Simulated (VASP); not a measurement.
VASP ran on this input.

**KPOINTS**
```
Automatic mesh
0
Gamma
5 5 5
0 0 0
```

### POSCAR
```
InSb
1
    0.0000000000     3.2400000000     3.2400000000
    3.2400000000     0.0000000000     3.2400000000
    3.2400000000     3.2400000000     0.0000000000
In Sb
1 1
Direct
  0.0000000000   0.0000000000   0.0000000000
  0.2500000000   0.2500000000   0.2500000000
```

**INCAR**
```
SYSTEM = InSb
PREC = Accurate
ENCUT = 400
EDIFF = 1E-6
NELM = 60
ALGO = VeryFast
LREAL = .FALSE.
LASPH = .TRUE.
ISMEAR = 0
SIGMA = 0.05
GGA = PE
LMAXMIX = 4
LWAVE = .FALSE.
LCHARG = .FALSE.
ISIF = 2
NELMDL = -1
```

POTCAR, in this order: In_d Sb (PBE.64 set). Program: vasp_std.

Output of the run:

**standard output**
```
...
RMM:  21     0.769482301301E+03   -0.70729E+00   -0.73179E+00   520   0.516E+01    0.147E+02
RMM:  22     0.768387699372E+03   -0.10946E+01   -0.92765E+00   520   0.494E+01    0.144E+02
RMM:  23     0.767559776461E+03   -0.82792E+00   -0.63104E+00   520   0.478E+01    0.123E+02
RMM:  24     0.766821674532E+03   -0.73810E+00   -0.69973E+00   520   0.459E+01    0.120E+02
RMM:  25     0.766399686432E+03   -0.42199E+00   -0.42960E+00   520   0.445E+01    0.118E+02
RMM:  26     0.765837557799E+03   -0.56213E+00   -0.52114E+00   520   0.431E+01    0.106E+02
RMM:  27     0.765337982631E+03   -0.49958E+00   -0.44672E+00   520   0.420E+01    0.966E+01
RMM:  28     0.764886145717E+03   -0.45184E+00   -0.42892E+00   520   0.408E+01    0.804E+01
RMM:  29     0.764624951935E+03   -0.26119E+00   -0.35091E+00   503   0.398E+01    0.605E+01
RMM:  30     0.764714340931E+03    0.89389E-01   -0.20816E+00   505   0.389E+01    0.311E+01
RMM:  31     0.764674986964E+03   -0.39354E-01   -0.27225E+00   512   0.381E+01    0.212E+01
RMM:  32     0.764700380212E+03    0.25393E-01   -0.20868E+00   520   0.372E+01    0.122E+01
RMM:  33     0.764547924167E+03   -0.15246E+00   -0.29007E+00   520   0.364E+01    0.600E+00
RMM:  34     0.764447567797E+03   -0.10036E+00   -0.21401E+00   520   0.356E+01    0.127E+01
RMM:  35     0.764228307581E+03   -0.21926E+00   -0.28032E+00   520   0.348E+01    0.220E+01
RMM:  36     0.764102151459E+03   -0.12616E+00   -0.17883E+00   520   0.341E+01    0.270E+01
RMM:  37     0.763856228209E+03   -0.24592E+00   -0.26277E+00   520   0.334E+01    0.254E+01
RMM:  38     0.763669541454E+03   -0.18669E+00   -0.16299E+00   520   0.328E+01    0.247E+01
RMM:  39     0.763497278517E+03   -0.17226E+00   -0.34588E+00   515   0.325E+01    0.285E+01
RMM:  40     0.763375095046E+03   -0.12218E+00   -0.20923E+00   520   0.319E+01    0.284E+01
RMM:  41     0.763109650856E+03   -0.26544E+00   -0.34956E+00   520   0.313E+01    0.360E+01
RMM:  42     0.762941334462E+03   -0.16832E+00   -0.17608E+00   520   0.307E+01    0.394E+01
RMM:  43     0.762691521502E+03   -0.24981E+00   -0.28400E+00   519   0.302E+01    0.362E+01
RMM:  44     0.762468228197E+03   -0.22329E+00   -0.21982E+00   519   0.297E+01    0.364E+01
RMM:  45     0.762187087870E+03   -0.28114E+00   -0.25143E+00   520   0.292E+01    0.374E+01
RMM:  46     0.762021263933E+03   -0.16582E+00   -0.16259E+00   520   0.287E+01    0.376E+01
RMM:  47     0.761789479530E+03   -0.23178E+00   -0.22345E+00   509   0.283E+01    0.361E+01
RMM:  48     0.761646488553E+03   -0.14299E+00   -0.12896E+00   520   0.279E+01    0.361E+01
RMM:  49     0.761444329536E+03   -0.20216E+00   -0.19657E+00   519   0.275E+01    0.353E+01
RMM:  50     0.761327191150E+03   -0.11714E+00   -0.11234E+00   519   0.271E+01    0.357E+01
RMM:  51     0.761159365839E+03   -0.16783E+00   -0.17334E+00   501   0.267E+01    0.377E+01
RMM:  52     0.761110973096E+03   -0.48393E-01   -0.11086E+00   520   0.265E+01    0.399E+01
RMM:  53     0.761031100398E+03   -0.79873E-01   -0.15059E+00   520   0.262E+01    0.411E+01
RMM:  54     0.760992820328E+03   -0.38280E-01   -0.19804E+00   520   0.263E+01    0.414E+01
RMM:  55     0.760923798895E+03   -0.69021E-01   -0.13777E+00   520   0.259E+01    0.319E+01
RMM:  56     0.760815305924E+03   -0.10849E+00   -0.15537E+00   520   0.256E+01    0.287E+01
RMM:  57     0.760729593044E+03   -0.85713E-01   -0.10907E+00   520   0.252E+01    0.283E+01
RMM:  58     0.760622802770E+03   -0.10679E+00   -0.12713E+00   520   0.250E+01    0.240E+01
RMM:  59     0.760547419554E+03   -0.75383E-01   -0.84304E-01   520   0.246E+01    0.237E+01
RMM:  60     0.760473545825E+03   -0.73874E-01   -0.75329E-01   520   0.242E+01

 -----------------------------------------------------------------------------
|                                                                             |
|           W    W    AA    RRRRR   N    N  II  N    N   GGGG   !!!           |
|           W    W   A  A   R    R  NN   N  II  NN   N  G    G  !!!           |
|           W    W  A    A  R    R  N N  N  II  N N  N  G       !!!           |
|           W WW W  AAAAAA  RRRRR   N  N N  II  N  N N  G  GGG   !            |
|           WW  WW  A    A  R   R   N   NN  II  N   NN  G    G                |
|           W    W  A    A  R    R  N    N  II  N    N   GGGG   !!!           |
|                                                                             |
|     The electronic self-consistency was not achieved in the given           |
|     number of steps (NELM). The forces and other quantities evaluated       |
|     might not be reliable so examine the results carefully. If you find     |
|     spurious results, we suggest increasing NELM, if you were close to      |
|     convergence or switching to a different ALGO or adjusting the           |
|     density mixing parameters otherwise.                                    |
|                                                                             |
 -----------------------------------------------------------------------------

   1 F= 0.76047355E+03 E0= 0.76047494E+03  d E =-.279476E-02
```

File OUTCAR:
```
------------------------ aborting loop EDIFF was not reached (unconverged)  ----------------------------
  FORCE on cell =-STRESS in cart. coord.  units (eV):
  Direction    XX          YY          ZZ          XY          YZ          ZX
  --------------------------------------------------------------------------------------
  Total      116.6549092    116.6549092    116.6549092      0.0000000      0.0000000     -0.0000000
  in kB     2747.5687996   2747.5687996   2747.5687996      0.0000000      0.0000000     -0.0000000
  external PRESSURE =    2747.5687996 kB  Pullay stress =       0.0000000 kB
  volume of cell :       68.02
      direct lattice vectors                 reciprocal lattice vectors
     0.000000000  3.240000000  3.240000000    -0.154320988  0.154320988  0.154320988
     3.240000000  0.000000000  3.240000000     0.154320988 -0.154320988  0.154320988
     3.240000000  3.240000000  0.000000000     0.154320988  0.154320988 -0.154320988
  FREE ENERGIE OF THE ION-ELECTRON SYSTEM (eV)
  ---------------------------------------------------
  free  energy   TOTEN  =       760.4735458254 eV

  energy  without entropy=      760.4763405856  energy(sigma->0) =      760.47494321
```
(Selected blocks of OUTCAR.)

Problem. From input and log, find the fault in this run and mend it.

Solution. The cause: ALGO = VeryFast starts from random orbitals with almost no delay (NELMDL = -1). Convergence was not reached. Against the sound run, the energy per atom (σ→0) increases by 383.664 eV/atom; the pressure rises by 271.50 GPa. To mend it, set ALGO = Normal, remove NELMDL.

The mended run (PBE GGA, plane waves, VASP's PBE PAW potentials (set 64)) converges, and its OSZICAR ends with
```
   1 F= -.68524082E+01 E0= -.68520997E+01  d E =-.617049E-03
```

The compound is InSb in the zinc blende structure. The cell was not relaxed at this level.
